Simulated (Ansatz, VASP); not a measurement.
**Si3N4 in two plane-wave programs**

Aim: how closely do two programs agree when they are given the same cell, functional and k mesh? Of the first pair: The structure shown is frame 1084 of Ansatz's trajectory.

Method: plane waves, with VASP 6.6.1 beside it; single point at PBE, in Ansatz 0.2.0.

## Step 1: The starting structure

The cell holds 77 atoms: 33 Si and 44 N. Its edges and angles: a = 9.345 Å, b = 9.345 Å, c = 9.345 Å, α = 90.0°, β = 90.0°, γ = 90.0°. As first built, before any earlier steps moved the atoms (in the runner's words): 77 atoms (33 Si, 44 N) placed at random at 3.14 g/cm^3 and pushed apart to contact distance.

Structure file:

```
Si N
1.0
     9.34490    0.00000    0.00000
     0.00000    9.34490    0.00000
     0.00000    0.00000    9.34490
Si N
33 44
Direct
  0.38759 0.01041 0.35004
  0.63002 0.20759 0.39008
  0.78127 0.02838 0.82109
  0.14679 0.00015 0.48566
  0.51586 0.56787 0.99539
  0.41507 0.19467 0.60573
  0.45708 0.30470 0.10595
  0.46719 0.48592 0.31794
  0.88747 0.67952 0.51446
  0.27493 0.26745 0.35367
  0.54826 0.80601 0.78574
  0.41961 0.83451 0.08559
  0.26973 0.66034 0.80618
  0.20467 0.50574 0.09788
  0.62686 0.06280 0.10921
  0.75410 0.60320 0.74892
  0.00096 0.78796 0.80409
  0.16140 0.04851 0.11211
  0.09458 0.79286 0.10152
  0.70319 0.94450 0.53717
  0.36432 0.06652 0.91418
  0.63442 0.76039 0.24073
  0.71596 0.50113 0.48894
  0.14517 0.01735 0.77472
  0.03221 0.43417 0.83174
  0.74412 0.35735 0.90566
  0.76426 0.78715 0.02414
  0.20882 0.68127 0.36959
  0.89865 0.07743 0.26185
  0.44147 0.55555 0.59167
  0.84310 0.26341 0.59838
  0.10216 0.47209 0.55711
  0.94440 0.30561 0.14874
  0.73016 0.21960 0.75913
  0.89198 0.69888 0.68885
  0.52909 0.30984 0.26849
  0.99602 0.35055 0.65159
  0.33640 0.42977 0.18952
  0.54693 0.06745 0.49245
  0.18970 0.11283 0.94210
  0.58451 0.41756 0.99798
  0.41291 0.70098 0.70395
  0.16992 0.53380 0.72756
  0.63397 0.52861 0.64428
  0.66611 0.91970 0.72068
  0.72373 0.96239 0.99253
  0.07754 0.41075 0.02778
  0.29168 0.13270 0.48623
  0.80169 0.24821 0.04237
  0.73913 0.33241 0.45813
  0.63501 0.56818 0.34742
  0.95620 0.73112 0.98504
  0.13633 0.38861 0.39847
  0.29281 0.14865 0.21153
  0.41341 0.37494 0.56179
  0.50975 0.13829 0.01937
  0.42193 0.88244 0.91834
  0.17531 0.83162 0.78140
  0.84924 0.50054 0.85306
  0.84405 0.07791 0.55172
  0.72372 0.12064 0.27160
  0.25760 0.86623 0.41987
  0.24125 0.89076 0.11371
  0.64619 0.67565 0.88429
  0.50090 0.68583 0.13357
  0.35999 0.08555 0.74342
  0.32412 0.59309 0.97351
  0.31461 0.34217 0.79673
  0.75063 0.82090 0.41814
  0.36198 0.59869 0.42606
  0.95273 0.04062 0.45374
  0.95532 0.99474 0.82035
  0.31147 0.32745 0.91924
  0.50864 0.93346 0.22941
  0.06139 0.62626 0.46805
  0.01417 0.94437 0.18199
  0.14451 0.65096 0.20980
```

## Step 2: Ansatz: dynamics, PBE

Ansatz runs on its default PAW (the set named soft_2) files.

One frame of this run of dynamics is then solved in both programs, so the motion causes no difference.

The input, input.yaml:

```yaml
crystal:
  lattice:
    - [9.3449, 0.0, 0.0]
    - [0.0, 9.3449, 0.0]
    - [0.0, 0.0, 9.3449]
  atoms:
    - { symbol: Si, position: [0.51546, 0.94547, 0.11625] }
    - { symbol: Si, position: [0.86563, 0.35924, 0.39203] }
    - { symbol: Si, position: [0.70172, 0.36229, 0.57671] }
    - { symbol: Si, position: [0.10429, 0.80048, 0.48487] }
    - { symbol: Si, position: [0.38555, 0.8207, 0.4218] }
    - { symbol: Si, position: [0.42744, 0.1391, 0.40077] }
    - { symbol: Si, position: [0.26785, 0.25157, 0.75017] }
    - { symbol: Si, position: [0.24455, 0.50666, 0.9916] }
    - { symbol: Si, position: [0.89927, 0.66044, 0.51897] }
    - { symbol: Si, position: [0.31765, 0.18235, 0.0193] }
    - { symbol: Si, position: [0.52627, 0.11838, 0.63345] }
    - { symbol: Si, position: [0.75304, 0.68955, 0.9515] }
    - { symbol: Si, position: [0.06156, 0.47538, 0.50073] }
    - { symbol: Si, position: [0.07039, 0.57975, 0.78867] }
    - { symbol: Si, position: [0.54027, 0.27931, 0.83071] }
    - { symbol: Si, position: [0.52525, 0.51083, 0.74653] }
    - { symbol: Si, position: [0.15073, 0.80495, 0.72723] }
    - { symbol: Si, position: [0.78622, 0.25975, 0.83723] }
    - { symbol: Si, position: [0.12424, 0.10393, 0.88755] }
    - { symbol: Si, position: [0.85333, 0.88599, 0.42993] }
    - { symbol: Si, position: [0.30306, 0.02145, 0.5923] }
    - { symbol: Si, position: [0.70047, 0.82825, 0.24497] }
    - { symbol: Si, position: [0.31249, 0.62879, 0.78817] }
    - { symbol: Si, position: [0.903, 0.10361, 0.53562] }
    - { symbol: Si, position: [0.92324, 0.40573, 0.6929] }
    - { symbol: Si, position: [0.99667, 0.7162, 0.98067] }
    - { symbol: Si, position: [0.81768, 0.93291, 0.69213] }
    - { symbol: Si, position: [0.19959, 0.74916, 0.11722] }
    - { symbol: Si, position: [0.84904, 0.03403, 0.91508] }
    - { symbol: Si, position: [0.20815, 0.40637, 0.31455] }
    - { symbol: Si, position: [0.66101, 0.21653, 0.38175] }
    - { symbol: Si, position: [0.06878, 0.21857, 0.39344] }
    - { symbol: Si, position: [0.09398, 0.62883, 0.30783] }
    - { symbol: "N", position: [0.78713, 0.63832, 0.36129] }
    - { symbol: "N", position: [0.88285, 0.61857, 0.82449] }
    - { symbol: "N", position: [0.33239, 0.54448, 0.16126] }
    - { symbol: "N", position: [0.9389, 0.24169, 0.25015] }
    - { symbol: "N", position: [0.08922, 0.32862, 0.75948] }
    - { symbol: "N", position: [0.70226, 0.03046, 0.34165] }
    - { symbol: "N", position: [0.41955, 0.65116, 0.52085] }
    - { symbol: "N", position: [0.56969, 0.85961, 0.80724] }
    - { symbol: "N", position: [0.39523, 0.44804, 0.34914] }
    - { symbol: "N", position: [0.21071, 0.17058, 0.26901] }
    - { symbol: "N", position: [0.33393, 0.35043, 0.59593] }
    - { symbol: "N", position: [0.96668, 0.81927, 0.78932] }
    - { symbol: "N", position: [0.68244, 0.52896, 0.86688] }
    - { symbol: "N", position: [0.63434, 0.47438, 0.07485] }
    - { symbol: "N", position: [0.48338, 0.2167, 0.14353] }
    - { symbol: "N", position: [0.52333, 0.76101, 0.29003] }
    - { symbol: "N", position: [0.8164, 0.58385, 0.14363] }
    - { symbol: "N", position: [0.97689, 0.46634, 0.27335] }
    - { symbol: "N", position: [0.79435, 0.12624, 0.69567] }
    - { symbol: "N", position: [0.22978, 0.34733, 0.13022] }
    - { symbol: "N", position: [0.82857, 0.4041, 0.9828] }
    - { symbol: "N", position: [0.63982, 0.64723, 0.5249] }
    - { symbol: "N", position: [0.31996, 0.34534, 0.91272] }
    - { symbol: "N", position: [0.21473, 0.98555, 0.76213] }
    - { symbol: "N", position: [0.2833, 0.65116, 0.3477] }
    - { symbol: "N", position: [0.44372, 0.51737, 0.97306] }
    - { symbol: "N", position: [0.49055, 0.98081, 0.30615] }
    - { symbol: "N", position: [0.73046, 0.41928, 0.26531] }
    - { symbol: "N", position: [0.91804, 0.01551, 0.29966] }
    - { symbol: "N", position: [0.96291, 0.23986, 0.9167] }
    - { symbol: "N", position: [0.61304, 0.86261, 0.59124] }
    - { symbol: "N", position: [0.3695, 0.76112, 0.02279] }
    - { symbol: "N", position: [0.52768, 0.34404, 0.49122] }
    - { symbol: "N", position: [0.17509, 0.20295, 0.55633] }
    - { symbol: "N", position: [0.37323, 0.83029, 0.64049] }
    - { symbol: "N", position: [0.78848, 0.74383, 0.65573] }
    - { symbol: "N", position: [0.32368, 0.83834, 0.23797] }
    - { symbol: "N", position: [0.0795, 0.98608, 0.53843] }
    - { symbol: "N", position: [0.77236, 0.5241, 0.65891] }
    - { symbol: "N", position: [0.01931, 0.13001, 0.69402] }
    - { symbol: "N", position: [0.57411, 0.13692, 0.95927] }
    - { symbol: "N", position: [0.11498, 0.55746, 0.12784] }
    - { symbol: "N", position: [0.71286, 0.2538, 0.11853] }
    - { symbol: "N", position: [0.06234, 0.11986, 0.1142] }
kpoints:
  mp_grid: { grid: [1, 1, 1] }
hamiltonian:
  xc: pbe
scf:
  occupations: { method: fermi_dirac, width: 0.15 }
output:
  forces: true
basis:
  ecutwfc: "300 eV"
md:
  timestep: 1.875
  n_steps: 1600
  ensemble: nvt_langevin
  temperature: 4200
  initial_velocities: maxwell_boltzmann
  seed: 5
  temperature_schedule:
    - { n_steps: 400, end_temperature: 4200 }
    - { n_steps: 400, end_temperature: 2310 }
    - { n_steps: 700, end_temperature: 300 }
    - { n_steps: 100, end_temperature: 300 }
```

Command:

```
$ ansatz run input.yaml --threads 4 --pin off --max-ram 15360MiB --backend cpu --events-out ev --progress --plain --runs-dir out
```

Numbers of over 12 decimals in the logs are rounded to 6 here.

Output:

```text
Warning: md: disabling space-group detection — thermal motion breaks the input geometry's symmetry, so no spatial operation reduces the k-mesh or symmetrises the density; time reversal is kept, so that k and −k are solved as one point where they differ and the mesh holds both, and exact exchange and, on two spinor components, a DFT+U term hold to it where the run has them: on two components no moment then forms, and  [...]
Warning: basis.ecutwfc = 300 eV is below the records' recommended 420 eV, and the density's cutoff is lower with it unless basis.ecutrho_ratio is high enough to keep the records' density cutoff: compare with a run at a higher cutoff
band count auto-derived: 258 (N_el = 352.0; filled up to band 176; 253 by the electrons, moments and atoms)
Engine: ansatz 0.2.0, x86_64-unknown-linux-gnu
Pseudopotentials: kind: paw
Pseudopotential: Si, paw, valence charge 4, recommended cutoff 420 eV (normal), Si.paw.azcp
Pseudopotential: N, paw, valence charge 5, recommended cutoff 420 eV (normal), N.paw.azcp
Functional definition: PBE
  parameter kappa = 0.804
  parameter beta = 0.066725
  exchange = pbe_x(kappa = kappa, mu = beta*pi^2/3)
  correlation = pbe_c(beta = beta)
Crystal: 77 atoms, lattice volume = 816.064 Å³
Basis set: ecut = 300 eV, 9771 PW (Γ), exchange–correlation on 108×108×108 points (8 copies of the dense FFT grid, shifted against one another)
Bands: 258, of which v1, the nominal top of the filled ones, is band 176 counted from 1 (175 counted from 0)
Symmetry: 1 space group operations
k-points: 1
Non-local potential: Si, projectors of the file, l = 0: 2, l = 1: 2, l = 2: 2
Non-local potential: N, projectors of the file, l = 0: 2, l = 1: 2, l = 2: 1
PAW form: soft (Blöchl's): semilocal exchange-correlation on the pseudo side does not see the compensation charge
PAW one-centre angular grid: Si, 110 points (default); XC on 64 Gauss nodes
PAW one-centre angular grid: N, 110 points (default); XC on 64 Gauss nodes
Initial density: superposition of atomic densities (neutral atoms: chi_scale 0, normalization atom), corrected by the library's trained network
Initial wavefunctions: pseudopotential atomic-orbital guess
Functional: x = pbe(κ = 0.804, μ = 0.219515), c = pbe(β = 0.066725)
SCF iter   1: F=—  HF=-37734.035926 eV  |F-HF|=—  |Δ(HF+E_count)|=         —  Δρ=1.95e-2  dr2=4.87e0  ethr=1.77e-3  ⟨swp⟩=6.0  Hψ=1153  notcnv=0  defer=16
preconditioner: auto → Kerker (q_TF=auto, 2.372 Å⁻¹)  [metal: Δε(μ)=0.072 eV  Ē_g=10.102 eV  σ=0.150 eV  W_gap=0.12  n_scr=178 (ndim 8)  ℏωp=24.4 eV  f_vac=0.003  D(μ)=33.23/eV (n_scr^D=256)]
SCF iter   2: F=—  HF=-37733.741245 eV  |F-HF|=—  |Δ(HF+E_count)|=   2.95e-1  Δρ=9.87e-3  dr2=1.44e0  ethr=1.38e-3  ⟨swp⟩=1.0  Hψ=297  notcnv=0  defer=16
SCF iter   3: F=—  HF=-37733.631951 eV  |F-HF|=—  |Δ(HF+E_count)|=   1.09e-1  Δρ=1.79e-3  dr2=6.48e-2  ethr=4.08e-4  ⟨swp⟩=1.0  Hψ=242  notcnv=0  defer=16
SCF iter   4: F=—  HF=-37733.631839 eV  |F-HF|=—  |Δ(HF+E_count)|=   1.12e-4  Δρ=5.25e-4  dr2=6.04e-3  ethr=1.84e-5  ⟨swp⟩=2.0  Hψ=373  notcnv=0  defer=16
SCF iter   5: F=—  HF=-37733.631414 eV  |F-HF|=—  |Δ(HF+E_count)|=   4.24e-4  Δρ=1.53e-4  dr2=6.29e-4  ethr=1.71e-6  ⟨swp⟩=1.0  Hψ=242  notcnv=0  defer=16
SCF iter   6: F=—  HF=-37733.631424 eV  |F-HF|=—  |Δ(HF+E_count)|=   9.61e-6  Δρ=5.41e-5  dr2=6.33e-5  ethr=1.79e-7  ⟨swp⟩=2.0  Hψ=367  notcnv=0  defer=16
SCF iter   7: F=—  HF=-37733.631866 eV  |F-HF|=—  |Δ(HF+E_count)|=   4.42e-4  Δρ=2.01e-5  dr2=6.77e-6  ethr=1.80e-8  ⟨swp⟩=2.0  Hψ=438  notcnv=0  defer=16
SCF iter   8: F=—  HF=-37733.631867 eV  |F-HF|=—  |Δ(HF+E_count)|=   1.05e-6  Δρ=6.25e-6  dr2=7.67e-7  ethr=1.92e-9  ⟨swp⟩=2.0  Hψ=337  notcnv=0  defer=16
SCF iter   9: F=—  HF=-37733.631867 eV  |F-HF|=—  |Δ(HF+E_count)|=   1.69e-7  Δρ=2.40e-6  dr2=1.06e-7  ethr=2.18e-10  ⟨swp⟩=2.0  Hψ=400  notcnv=0  defer=16
SCF iter  10: F=-37733.631867 eV  HF=-37733.631867 eV  |F-HF|=1.32e-9  |Δ(HF+E_count)|=   2.46e-8  Δρ=6.51e-7  dr2=9.26e-9  ethr=2.19e-11  ⟨swp⟩=4.0  Hψ=708  notcnv=0
SCF 1 converged in 10 iterations: F = -37733.631867 eV  dr2 = 9.26e-9
  greatest PAW one-centre occupation: 0.876 electrons in one spin orbital (limit 2), on the N atom at site 46 (counted from 0), in its partial waves of l = 0
md step     0: t =     0.00 fs  T =  4145.5 K (target 4200.0 K)  F+E_penalty+E_count = -37733.63186677 eV  E_kin = 41.259792 eV  (10 SCF iters)
[...]
md step  1536: t =  2880.00 fs  T =   373.9 K (target 300.0 K)  F+E_penalty+E_count = -37907.12414851 eV  E_kin = 3.721120 eV  (7 SCF iters)
md step  1540: t =  2887.50 fs  T =   374.5 K (target 300.0 K)  F+E_penalty+E_count = -37907.37712368 eV  E_kin = 3.727570 eV  (9 SCF iters)
md step  1544: t =  2895.00 fs  T =   328.9 K (target 300.0 K)  F+E_penalty+E_count = -37907.07952075 eV  E_kin = 3.273921 eV  (7 SCF iters)
md step  1548: t =  2902.50 fs  T =   337.2 K (target 300.0 K)  F+E_penalty+E_count = -37907.34200022 eV  E_kin = 3.356621 eV  (7 SCF iters)
md step  1552: t =  2910.00 fs  T =   378.2 K (target 300.0 K)  F+E_penalty+E_count = -37907.68970658 eV  E_kin = 3.764627 eV  (7 SCF iters)
md step  1556: t =  2917.50 fs  T =   363.4 K (target 300.0 K)  F+E_penalty+E_count = -37907.47455588 eV  E_kin = 3.617122 eV  (7 SCF iters)
md step  1560: t =  2925.00 fs  T =   324.6 K (target 300.0 K)  F+E_penalty+E_count = -37907.32051829 eV  E_kin = 3.230373 eV  (9 SCF iters)
md step  1564: t =  2932.50 fs  T =   324.5 K (target 300.0 K)  F+E_penalty+E_count = -37907.28677076 eV  E_kin = 3.230169 eV  (7 SCF iters)
md step  1568: t =  2940.00 fs  T =   349.3 K (target 300.0 K)  F+E_penalty+E_count = -37907.60935527 eV  E_kin = 3.476800 eV  (7 SCF iters)
md step  1572: t =  2947.50 fs  T =   336.6 K (target 300.0 K)  F+E_penalty+E_count = -37907.79746865 eV  E_kin = 3.350625 eV  (7 SCF iters)
md step  1576: t =  2955.00 fs  T =   324.7 K (target 300.0 K)  F+E_penalty+E_count = -37907.76092165 eV  E_kin = 3.231863 eV  (7 SCF iters)
md step  1580: t =  2962.50 fs  T =   348.7 K (target 300.0 K)  F+E_penalty+E_count = -37907.87642231 eV  E_kin = 3.470630 eV  (9 SCF iters)
md step  1584: t =  2970.00 fs  T =   302.4 K (target 300.0 K)  F+E_penalty+E_count = -37907.54595578 eV  E_kin = 3.009989 eV  (7 SCF iters)
md step  1588: t =  2977.50 fs  T =   315.8 K (target 300.0 K)  F+E_penalty+E_count = -37907.77781723 eV  E_kin = 3.143098 eV  (7 SCF iters)
md step  1592: t =  2985.00 fs  T =   326.0 K (target 300.0 K)  F+E_penalty+E_count = -37907.91106436 eV  E_kin = 3.245172 eV  (7 SCF iters)
md step  1596: t =  2992.50 fs  T =   310.1 K (target 300.0 K)  F+E_penalty+E_count = -37907.76848786 eV  E_kin = 3.086341 eV  (7 SCF iters)
[...]
md step  1600: t =  3000.00 fs  T =   305.3 K (target 300.0 K)  F+E_penalty+E_count = -37907.80554401 eV  E_kin = 3.038292 eV  (9 SCF iters)
SCF converged after 9 iterations
Free energy (F): -37907.805544 eV
Harris-Foulkes:  -37907.805544 eV  (|F-HF|=1.30e-8)
Internal energy: -37907.791401 eV  (E = F + TS)
E sigma→0 (E₀):  -37907.798473 eV
Entropy (-TS):   -0.014143 eV (-0.184 meV/atom)
Fermi energy:    9.405861 eV
--- Per-component energies (eV) ---
  E_band       = 339.806027
  E_kinetic    = 7443.711270
  E_local      = -12461.946615  (includes V_loc(G=0)·N_el)
  E_nonlocal   = 2751.986073
  E_hartree    = 4276.961357
  E_xc         = -4553.824085
  E_vxc        = -5022.917474  (∫ρ·V_xc dr)
  E_paw        = -22521.486448  (= ΣΔE_a)
  E_vpaw       = -924.993835  (= ΣTr[D̂ρ^β])
  E_aug_tail   = 0.042846  (compensation charges beyond the density's cutoff)
  E_ewald      = -12843.235800
  E_smearing   = -0.014143  (= −TS)
  E_closure    = -0.000000  (closes the sum)
  Σ components = -37907.805544   (vs F -37907.805544, Δ=0.00e0)
--- Forces (eV/Å), atoms counted from 1 ---
  atom   1  Si    -0.91941307    -0.00123145     1.50921422
  atom   2  Si     0.87146616     0.61208569     1.39939082
  atom   3  Si    -1.02161530    -0.00174591    -0.44668135
  atom   4  Si    -0.82688629    -1.35454984    -0.46026787
  atom   5  Si    -1.10684838    -0.14037155    -0.99478716
  atom   6  Si    -0.75340895    -0.95761032     0.41128354
  atom   7  Si    -1.16736189     2.30042359     0.80243313
  atom   8  Si     0.11529973    -0.47918763    -1.24245216
  atom   9  Si     0.30276046     0.53863411    -0.03632641
  atom  10  Si    -0.04892308     0.48442013    -0.10925496
  atom  11  Si    -0.08945940     0.34505259     2.61144441
  atom  12  Si     0.54961821    -0.63082588    -2.28089733
  atom  13  Si     0.50607888     0.01420851    -0.74580909
  atom  14  Si    -0.69881971    -1.22365214    -1.46957449
  atom  15  Si    -0.18862232    -0.66404237    -0.64338242
  atom  16  Si    -1.73419482    -0.52036051     1.79826752
  atom  17  Si    -1.81830394    -1.13693551    -0.40871247
  atom  18  Si     0.28066071     1.38239385    -0.16122121
  atom  19  Si    -1.87654070    -0.00115344    -0.20802574
  atom  20  Si     0.74695973    -0.57305789    -2.80017641
  atom  21  Si     1.11823529     0.16823811     1.06389529
  atom  22  Si    -0.16856449    -0.17052289     0.52151568
  atom  23  Si     0.68331766     0.50771106    -1.98392144
  atom  24  Si     0.75567235     1.17079274     0.91224045
[...]
atom  70  N     -0.07377184     0.17579109     0.30051940
  atom  71  N     -0.28373562     0.71514239    -0.64663787
  atom  72  N      1.11411935    -0.15387438    -0.26366445
  atom  73  N     -0.13893855     0.16172854    -0.31098598
  atom  74  N      1.75531915    -0.69808395    -0.05972210
  atom  75  N      0.80324148    -0.45640990    -0.20294389
  atom  76  N      0.03033845    -0.65985476     0.65028484
  atom  77  N     -0.23789494     1.30146578     0.99972314
  max |Σ_I F_I| component: 1.69e-4 eV/Å
--- MD trajectory: 1600 steps, t = 0.0 → 3000.0 fs ---
  final state: T = 305.3 K   F+E_penalty+E_count = -37907.80554401 eV   E_kin = 3.038292 eV
```

In the SCF lines HF is the Harris–Foulkes energy and dr2 the Hartree energy of the density residual, in eV; the loop may stop once dr2 is under the threshold and the program's other checks hold. Hψ counts applications of the Hamiltonian.

(Part 1 of 3 ends here.)

[Lines on the potential files, build, host, timing and source positions are cut from VASP's logs without a mark.]

[Logs are printed without paths, hosts, clocks, repeated set-up lines and the standing remarks that a program may print on its own settings, such as how far it seeks lower states.]

[Hosts, paths, dates, database ids (printed as entryN), source tags and the programs' standing remarks are cut or masked in the printed files.]
